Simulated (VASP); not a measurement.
# SrTiO3: from the relaxed cell to its vibrations

What lattice, stiffness and vibrations does SrTiO3 have at one level of theory? The starting structure is a measured crystal structure from the Crystallography Open Database. All runs use LDA.

Main program and level: VASP 6.6.1; Kohn-Sham DFT with plane waves and PAW; LDA.

## Step 1: The starting structure

It takes space group Pm-3m (No. 221, cubic). The conventional cell has a = 3.899 Å, b = 3.899 Å, c = 3.899 Å, α = 90.00°, β = 90.00°, γ = 90.00°. Nearest to Sr lie 12 O at 2.76 Å. Ti has 6 O at 1.95 Å nearest. Nearest to O lie 2 Ti at 1.95 Å and 4 Sr at 2.76 Å. Farther neighbours and most contacts between anions are not listed.

## Step 2: Relaxation

This run starts from the cell of an earlier relaxation, which isn't shown; the restart sets up the plane waves anew.

The input, INCAR:

```
SYSTEM = SrTiO3
PREC = Accurate
ENCUT = 560
EDIFF = 1E-07
NELM = 100
ISMEAR = 0
SIGMA = 0.03
LREAL = .FALSE.
ALGO = Normal
GGA = CA
NBANDS = 26
LASPH = .TRUE.
LORBIT = 11
LWAVE = .FALSE.
LCHARG = .FALSE.
KPAR = 8
IBRION = 2
NSW = 50
ISIF = 3
EDIFFG = -0.002
```

The input, POSCAR:

```
SrTiO3
1.0
    3.8608218490      0.0000000000      0.0000000000
    0.0000000000      3.8608218490      0.0000000000
    0.0000000000      0.0000000000      3.8608218490
Sr Ti O
1 1 3
Direct
    0.5000000000      0.5000000000      0.5000000000
    0.0000000000      0.0000000000      0.0000000000
    0.0000000000      0.0000000000      0.5000000000
    0.0000000000      0.5000000000      0.0000000000
    0.5000000000      0.0000000000      0.0000000000
```

The input, KPOINTS:

```
Automatic mesh
0
Gamma
6 6 6
0 0 0
```

PAW data sets: Sr_sv, Ti_sv and O (LDA family, release 64).

On the command line:

```console
$ mpirun -np 8 vasp_std
```

Output:

```text
[banner, memory and clock lines left out]
running    8 mpi-ranks, on    1 nodes
 distrk:  each k-point on    1 cores,    8 groups
 distr:  one band on    1 cores,    1 groups

 POSCAR found type information on POSCAR SrTiO
 POSCAR found :  3 types and       5 ions
|                                                                             |
|           W    W    AA    RRRRR   N    N  II  N    N   GGGG   !!!           |
|           W    W   A  A   R    R  NN   N  II  NN   N  G    G  !!!           |
|           W    W  A    A  R    R  N N  N  II  N N  N  G       !!!           |
|           W WW W  AAAAAA  RRRRR   N  N N  II  N  N N  G  GGG   !            |
|           WW  WW  A    A  R   R   N   NN  II  N   NN  G    G                |
|           W    W  A    A  R    R  N    N  II  N    N   GGGG   !!!           |
|                                                                             |
|     For optimal performance we recommend to set                             |
|       NCORE = 2 up to number-of-cores-per-socket                            |
|     NCORE specifies how many cores store one orbital (NPAR=cpu/NCORE).      |
|     This setting can greatly improve the performance of VASP for DFT.       |
|     The default, NCORE=1 might be grossly inefficient on modern             |
|     multi-core architectures or massively parallel machines. Do your        |
|     Unfortunately you need to use the default for GW and RPA                |
|     calculations (for HF NCORE is supported but not extensively tested      |
|     yet).                                                                   |
|                                                                             |

 LDA part: xc-table for (Slater(with rela. corr.)+CA(PZ))
 , standard interpolation
 POSCAR, INCAR and KPOINTS ok, starting setup
 FFT: planning ... GRIDC
 FFT: planning ... GRID_SOFT
 FFT: planning ... GRID
 WAVECAR not read
 entering main loop
       N       E                     dE             d eps       ncg     rms          rms(c)
DAV:   1     0.432816605980E+03    0.43282E+03   -0.22137E+04  1040   0.176E+03
DAV:   2    -0.129985872924E+02   -0.44582E+03   -0.43108E+03  1232   0.471E+02
DAV:   3    -0.519506869910E+02   -0.38952E+02   -0.38779E+02  1258   0.139E+02
DAV:   4    -0.540359859771E+02   -0.20853E+01   -0.20824E+01  1704   0.276E+01
DAV:   5    -0.540804266564E+02   -0.44441E-01   -0.44420E-01  1420   0.336E+00    0.280E+01
DAV:   6    -0.443402780575E+02    0.97401E+01   -0.58089E+01  1502   0.699E+01    0.175E+01
DAV:   7    -0.442898066585E+02    0.50471E-01   -0.81129E+00  1320   0.219E+01    0.116E+01
DAV:   8    -0.442866607402E+02    0.31459E-02   -0.19295E+00  1314   0.144E+01    0.309E+00
DAV:   9    -0.441834410635E+02    0.10322E+00   -0.46042E-01  1286   0.722E+00    0.861E-01
DAV:  10    -0.441873951145E+02   -0.39541E-02   -0.11959E-01  1418   0.235E+00    0.789E-01
DAV:  11    -0.441795175011E+02    0.78776E-02   -0.50149E-02  1564   0.190E+00    0.158E-01
DAV:  12    -0.441793163731E+02    0.20113E-03   -0.27068E-03  1290   0.623E-01    0.524E-02
DAV:  13    -0.441793477792E+02   -0.31406E-04   -0.21897E-04  1454   0.128E-01    0.376E-02
DAV:  14    -0.441793370793E+02    0.10700E-04   -0.35406E-05  1512   0.458E-02    0.110E-02
DAV:  15    -0.441793360025E+02    0.10768E-05   -0.14314E-05  1524   0.287E-02    0.589E-03
DAV:  16    -0.441793358110E+02    0.19143E-06   -0.15722E-06  1380   0.134E-02    0.163E-03
DAV:  17    -0.441793358003E+02    0.10707E-07   -0.73521E-08   786   0.337E-03
   1 F= -.44179336E+02 E0= -.44179336E+02  d E =-.441793E+02
 curvature:   0.00 expect dE= 0.000E+00 dE for cont linesearch  0.000E+00
 trial: gam= 0.00000 g(F)=  0.000E+00 g(S)=  0.612E-06 ort = 0.000E+00 (trialstep = 0.100E+01)
 search vector abs. value=  0.612E-06
 reached required accuracy - stopping structural energy minimisation
```

Wall time 5.2 s (8 MPI ranks of AMD EPYC 9R45, shared host); peak memory 1.3 GiB.

Lines that name or quote the potential files are left out of all logs, and their timing lines are given in words.

OUTCAR, selected parts (step 2):

```text
ion  position               nearest neighbor table
   1  0.500  0.500  0.500-   3 2.73   4 2.73   5 2.73   4 2.73   5 2.73   3 2.73   5 2.73   5 2.73
                             3 2.73   4 2.73   4 2.73   3 2.73   2 3.34   2 3.34   2 3.34   2 3.34
   2  0.000  0.000  0.000-   3 1.93   4 1.93   5 1.93   3 1.93   4 1.93   5 1.93   1 3.34   1 3.34
                             1 3.34   1 3.34   1 3.34   1 3.34   1 3.34   1 3.34
   3  0.000  0.000  0.500-   2 1.93   2 1.93   1 2.73   1 2.73   1 2.73   1 2.73
   4  0.000  0.500  0.000-   2 1.93   2 1.93   1 2.73   1 2.73   1 2.73   1 2.73
   5  0.500  0.000  0.000-   2 1.93   2 1.93   1 2.73   1 2.73   1 2.73   1 2.73

  LATTYP: Found a simple cubic cell.
 ALAT       =     3.8608218490

 Subroutine GETGRP returns: Found 48 space group operations
 (whereof 48 operations were pure point group operations)

The static configuration has the point symmetry O_h .

 Found     20 irreducible k-points:

   k-points           NKPTS =     20   k-points in BZ     NKDIM =     20   number of bands    NBANDS=     26

   dimension x,y,z NGX =    30 NGY =   30 NGZ =   30
   dimension x,y,z NGXF=    60 NGYF=   60 NGZF=   60

   ENCUT  =  560.0 eV  41.16 Ry    6.42 a.u.   7.45  7.45  7.45*2*pi/ulx,y,z

   NELECT =      40.0000    total number of electrons

 k-points in reciprocal lattice and weights: Automatic mesh
   0.00000000  0.00000000  0.00000000       0.005
   0.16666667  0.00000000  0.00000000       0.028
   0.33333333  0.00000000  0.00000000       0.028
   0.50000000  0.00000000  0.00000000       0.014
   0.16666667  0.16666667  0.00000000       0.056
   0.33333333  0.16666667  0.00000000       0.111
   0.50000000  0.16666667  0.00000000       0.056
   0.33333333  0.33333333  0.00000000       0.056
   0.50000000  0.33333333  0.00000000       0.056
[...]
0.50000000  0.50000000  0.33333333       0.028
   0.50000000  0.50000000  0.50000000       0.005

 average (electrostatic) potential at core
       1 -33.9748       2 -76.1341       3 -70.3852       4 -70.3852       5 -70.3852

 E-fermi :   4.4669

 k-point     1 :       0.0000    0.0000    0.0000
  band No.  band energies     occupation
    ...
     16       2.9175      2.00000
     17       2.9175      2.00000
     18       3.8297      2.00000
     19       3.8297      2.00000
     20       3.8297      2.00000
     21       5.9723      0.00000
     22       5.9723      0.00000
     23       5.9723      0.00000
     24       8.7335      0.00000
     25       8.7335      0.00000
    ...

 k-point     2 :       0.1667    0.0000    0.0000
  band No.  band energies     occupation
    ...
     16       2.5487      2.00000
     17       2.6564      2.00000
     18       3.0351      2.00000
     19       3.6709      2.00000
     20       3.6709      2.00000
     21       6.0193      0.00000
     22       6.6041      0.00000
     23       6.6041      0.00000
     24       8.7548      0.00000
     25       9.4867      0.00000
    ...

 k-point     3 :       0.3333    0.0000    0.0000
  band No.  band energies     occupation
    ...
     16       1.9476      2.00000
     17       1.9620      2.00000
     18       2.2069      2.00000
     19       3.4965      2.00000
     20       3.4965      2.00000
     21       6.1172      0.00000
     22       7.6207      0.00000
     23       7.6207      0.00000
     24       8.7704      0.00000
     25      10.5907      0.00000
    ...

  Total       -0.0045990     -0.0045990     -0.0045990      0.0000000      0.0000000     -0.0000000
  in kB       -0.1280360     -0.1280360     -0.1280360      0.0000000      0.0000000     -0.0000000
  external PRESSURE =      -0.1280360 kB  Pullay stress =       0.0000000 kB

  energy-cutoff  :      560.00
  volume of cell :       57.55
      direct lattice vectors                 reciprocal lattice vectors
     3.860821849  0.000000000  0.000000000     0.259012210  0.000000000  0.000000000
     0.000000000  3.860821849  0.000000000     0.000000000  0.259012210  0.000000000
     0.000000000  0.000000000  3.860821849     0.000000000  0.000000000  0.259012210

 POSITION                                       TOTAL-FORCE (eV/Angst)
 -----------------------------------------------------------------------------------
      1.93041      1.93041      1.93041         0.000000      0.000000      0.000000
      0.00000      0.00000      0.00000         0.000000      0.000000      0.000000
      0.00000      0.00000      1.93041         0.000000      0.000000      0.000000
      0.00000      1.93041      0.00000         0.000000      0.000000      0.000000
      1.93041      0.00000      0.00000         0.000000      0.000000      0.000000
 -----------------------------------------------------------------------------------
    total drift:                               -0.000000     -0.000000      0.000000

  FREE ENERGIE OF THE ION-ELECTRON SYSTEM (eV)
  ---------------------------------------------------
  free  energy   TOTEN  =       -44.1793358003 eV

  energy  without entropy=      -44.1793358003  energy(sigma->0) =      -44.17933580

 reached required accuracy - stopping structural energy minimisation

 total charge
# of ion       s       p       d       tot
------------------------------------------
    1        2.000   5.790   0.223   8.012
    2        2.246   6.355   1.830  10.431
    3        1.552   3.487   0.000   5.039
    4        1.552   3.487   0.000   5.039
    5        1.552   3.487   0.000   5.039
--------------------------------------------------
tot          8.902  22.606   2.053  33.561

[... 3 further parts left out ...]
```

The run keeps the 48 symmetry operations of its start, so it cannot find a distortion of lower symmetry.

The relaxed cell holds 11.510 Å³ an atom, with a = 3.861 Å (-1.0 % against the database cell). Pressures at 0.985 and 1.015 times this volume, from two more relaxations that aren't shown, give a bulk modulus of 201.3 GPa.

## Step 3: Elastic constants

The input, INCAR:

```
SYSTEM = SrTiO3
PREC = Accurate
ENCUT = 800
EDIFF = 1E-08
NELM = 100
ISMEAR = 0
SIGMA = 0.03
LREAL = .FALSE.
ALGO = Normal
GGA = CA
NBANDS = 26
LASPH = .TRUE.
LORBIT = 11
LWAVE = .FALSE.
LCHARG = .FALSE.
KPAR = 8
IBRION = 6
NFREE = 2
POTIM = 0.015
ISIF = 3
NSW = 1
```

POSCAR is that of step 2.

The input, KPOINTS:

```
Automatic mesh
0
Gamma
8 8 8
0 0 0
```

On the command line:

```console
$ mpirun -np 8 vasp_std
```

Output:

```text
[banner, memory and clock lines left out]
running    8 mpi-ranks, on    1 nodes
[...]
[... a notice as in an earlier step ...]

 LDA part: xc-table for (Slater(with rela. corr.)+CA(PZ))
 , standard interpolation
 POSCAR, INCAR and KPOINTS ok, starting setup
[...]
entering main loop
       N       E                     dE             d eps       ncg     rms          rms(c)
DAV:   1     0.520386055889E+03    0.52039E+03   -0.27004E+04  1820   0.230E+03
DAV:   2     0.432267006309E+01   -0.51606E+03   -0.49917E+03  2018   0.550E+02
DAV:   3    -0.507232086944E+02   -0.55046E+02   -0.52712E+02  2090   0.168E+02
DAV:   4    -0.540526382660E+02   -0.33294E+01   -0.33253E+01  3094   0.358E+01
[...]
DAV:  17    -0.442003076136E+02    0.10878E-08   -0.18935E-07  2328   0.329E-03    0.121E-03
DAV:  18    -0.442003076028E+02    0.10873E-07   -0.40015E-08  1990   0.298E-03    0.305E-04
DAV:  19    -0.442003076031E+02   -0.34242E-09   -0.60255E-09  1202   0.605E-04
   1 F= -.44200308E+02 E0= -.44200308E+02  d E =-.287679E-29
[...]
2 F= -.44185793E+02 E0= -.44185793E+02  d E =-.660241E-25
   3 F= -.44183709E+02 E0= -.44183709E+02  d E =-.740079E-49
   4 F= -.44185793E+02 E0= -.44185793E+02  d E =-.662124E-25
   5 F= -.44183709E+02 E0= -.44183709E+02  d E =-.746896E-49
   6 F= -.44185793E+02 E0= -.44185793E+02  d E =-.662079E-25
   7 F= -.44183709E+02 E0= -.44183709E+02  d E =-.739531E-49
   8 F= -.44195487E+02 E0= -.44195487E+02  d E =-.235024E-27
   9 F= -.44195487E+02 E0= -.44195487E+02  d E =-.236309E-27
  10 F= -.44195487E+02 E0= -.44195487E+02  d E =-.235533E-27
  11 F= -.44195487E+02 E0= -.44195487E+02  d E =-.236800E-27
  12 F= -.44195487E+02 E0= -.44195487E+02  d E =-.235621E-27
  13 F= -.44195487E+02 E0= -.44195487E+02  d E =-.236439E-27
  14 F= -.44199866E+02 E0= -.44199866E+02  d E =-.220112E-29
  15 F= -.44199866E+02 E0= -.44199866E+02  d E =-.221257E-29
  16 F= -.44199931E+02 E0= -.44199931E+02  d E =-.219771E-29
  17 F= -.44199931E+02 E0= -.44199931E+02  d E =-.221260E-29
  18 F= -.44199860E+02 E0= -.44199860E+02  d E =-.277256E-29
  19 F= -.44199860E+02 E0= -.44199860E+02  d E =-.275241E-29
  20 F= -.44198778E+02 E0= -.44198778E+02  d E =-.262958E-29
  21 F= -.44198778E+02 E0= -.44198778E+02  d E =-.261498E-29
 Finite differences progress:
  Degree of freedom:  10/ 10
  Displacement:        2/  2
  Total:              20/ 20
```

Run time: 6.3 min. Hardware: 8 MPI ranks; peak memory 6.5 GiB.

From OUTCAR (step 3):

```text
  Total        0.0198888      0.0198888      0.0331089      0.0000000     -0.0000000      0.0000000
  in kB        0.5537068      0.5537068      0.9217557      0.0000000     -0.0000000      0.0000000
  external PRESSURE =       0.6763898 kB  Pullay stress =       0.0000000 kB

 POSITION                                       TOTAL-FORCE (eV/Angst)
 -----------------------------------------------------------------------------------
      1.93041      1.93041      1.93041        -0.000000      0.000000     -0.018269
      0.00000      0.00000      0.00000         0.000000      0.000000     -0.016287
      0.00000      0.00000      1.91541        -0.000000      0.000000      0.204013
      0.00000      1.93041      0.00000        -0.000000      0.000000     -0.084729
      1.93041      0.00000      0.00000         0.000000      0.000000     -0.084729
 -----------------------------------------------------------------------------------
    total drift:                               -0.000002      0.000000      0.000049

  FREE ENERGIE OF THE ION-ELECTRON SYSTEM (eV)
  ---------------------------------------------------
  free  energy   TOTEN  =       -44.1987781221 eV

  energy  without entropy=      -44.1987781221  energy(sigma->0) =      -44.19877812

[... 3 further parts left out ...]
[key lines of the parts left out:]
E-fermi :   4.3908
```

The last energy, forces and stress in OUTCAR belong to the last displaced cell, not to that of POSCAR.

The elastic tensor has C11 = 384.9, C12 = 110.7, C44 = 119.3 GPa; its Hill averages are a bulk modulus of 202.1 and a shear modulus of 126.2 GPa.

## Step 4: Modes of the relaxed cell

The input, INCAR:

```
SYSTEM = SrTiO3
PREC = Accurate
ENCUT = 560
EDIFF = 1E-08
NELM = 100
ISMEAR = 0
SIGMA = 0.03
LREAL = .FALSE.
ALGO = Normal
GGA = CA
NBANDS = 26
LASPH = .TRUE.
LORBIT = 11
LWAVE = .FALSE.
LCHARG = .FALSE.
KPAR = 8
IBRION = 8
LEPSILON = .TRUE.
LPEAD = .TRUE.
ISIF = 2
```

POSCAR is that of step 3.

The input, KPOINTS:

```
Automatic mesh
0
Gamma
10 10 10
0 0 0
```

On the command line:

```console
$ mpirun -np 8 vasp_std
```

Output:

```text
[... set-up lines as in an earlier step ...]
 entering main loop
       N       E                     dE             d eps       ncg     rms          rms(c)
DAV:   1     0.444025054629E+03    0.44403E+03   -0.22026E+04  2912   0.176E+03
DAV:   2    -0.111072422149E+02   -0.45513E+03   -0.44099E+03  3430   0.476E+02
DAV:   3    -0.517227183771E+02   -0.40615E+02   -0.40396E+02  3364   0.142E+02
DAV:   4    -0.540458840119E+02   -0.23232E+01   -0.23203E+01  4944   0.285E+01
[...]
DAV:  17    -0.441801274409E+02   -0.14585E-07   -0.18545E-07  3804   0.314E-03    0.111E-03
DAV:  18    -0.441801274280E+02    0.12944E-07   -0.43501E-08  3328   0.316E-03    0.274E-04
DAV:  19    -0.441801274281E+02   -0.10232E-09   -0.32071E-09  1874   0.463E-04
   1 F= -.44180127E+02 E0= -.44180127E+02  d E =-.190932E-38
 Linear response reoptimize wavefunctions to high precision
DAV:   1    -0.441801274281E+02   -0.22283E-10   -0.10236E-09  1894   0.300E-04
DAV:   2    -0.441801274282E+02   -0.37289E-10   -0.31138E-10  1816   0.133E-04
 Linear response to external field (no local field effect), progress :
[...]
RMM:  28    -0.363077106417E+00   -0.85027E-08   -0.22921E-07 27307   0.554E-04    0.790E-05
 first order change of Fermi-energy  -0.50390E-01
 force on displaced ion       3 direction 1 :  -3.987   0.000   0.000
 Born effective charge ion    3 direction 1 :  -2.062   0.000   0.000
 Linear response progress:
  Degree of freedom:   4/  4
       N       E                     dE             d eps       ncg     rms          rms(c)
RMM:   1    -0.381977000667E+00   -0.38198E+00    0.18384E-01 13697   0.343E+00
RMM:   2    -0.365659320243E+00    0.16318E-01   -0.17358E-02 12166   0.808E-01    0.176E-01
RMM:   3    -0.367806787387E+00   -0.21475E-02   -0.72519E-03 12672   0.333E-01    0.928E-02
RMM:   4    -0.369707338772E+00   -0.19006E-02   -0.24236E-03 12934   0.212E-01    0.281E-02
[...]
RMM:  24    -0.370047825657E+00   -0.73183E-08    0.11634E-07 15914   0.458E-04    0.529E-06
RMM:  25    -0.370047832185E+00   -0.65281E-08   -0.63495E-07 15874   0.455E-04    0.295E-06
RMM:  26    -0.370047835080E+00   -0.28950E-08    0.14697E-09 15637   0.452E-04    0.447E-06
 first order change of Fermi-energy   0.33986E-01
 force on displaced ion       3 direction 3 :   0.000  -0.000 -13.722
 Born effective charge ion    3 direction 3 :   0.000   0.000  -5.779
 Born effective charges drift removed
 Linear response finished
```

The job ended after 7.7 min (8 MPI ranks; peak memory 8 GiB).

OUTCAR, selected parts (step 4):

```text
  Total       -0.0036345     -0.0036345     -0.0036345      0.0000000      0.0000000     -0.0000000
  in kB       -0.1011862     -0.1011862     -0.1011862      0.0000000      0.0000000     -0.0000000
  external PRESSURE =      -0.1011862 kB  Pullay stress =       0.0000000 kB

 POSITION                                       TOTAL-FORCE (eV/Angst)
 -----------------------------------------------------------------------------------
      1.93041      1.93041      1.93041         0.000000      0.000000      0.000000
      0.00000      0.00000      0.00000         0.000000      0.000000      0.000000
      0.00000      0.00000      1.93041         0.000000      0.000000      0.000000
      0.00000      1.93041      0.00000         0.000000      0.000000      0.000000
      1.93041      0.00000      0.00000         0.000000      0.000000      0.000000
 -----------------------------------------------------------------------------------
    total drift:                                0.000000     -0.000000      0.000000

 MACROSCOPIC STATIC DIELECTRIC TENSOR (including local field effects in DFT)
 ------------------------------------------------------
           6.350596    -0.000000    -0.000000
          -0.000000     6.350596    -0.000000
          -0.000000    -0.000000     6.350596
 ------------------------------------------------------

 MACROSCOPIC STATIC DIELECTRIC TENSOR IONIC CONTRIBUTION
 ------------------------------------------------------
         551.491598    -0.000000     0.000000
          -0.000000   551.491598     0.000000
           0.000000     0.000000   551.491598
 ------------------------------------------------------

[... 1 part as in an earlier step ...]

[... 1 further part left out ...]
```

The zone-centre modes at 11.510 Å³ an atom are T1u (3) 560.7, T2u 228.1, T1u (2) 172.4, T1u (1) 64.8 cm⁻¹.

[end of part 1 of 2]

[Lines on the potential files, build, host, timing and source positions are cut from VASP's logs without a mark.]

[Logs are printed without paths, hosts, clocks, repeated set-up lines and the standing remarks that a program may print on its own settings, such as how far it seeks lower states.]

[Hosts, paths, dates, database ids (printed as entryN), source tags and the programs' standing remarks are cut or masked in the printed files.]
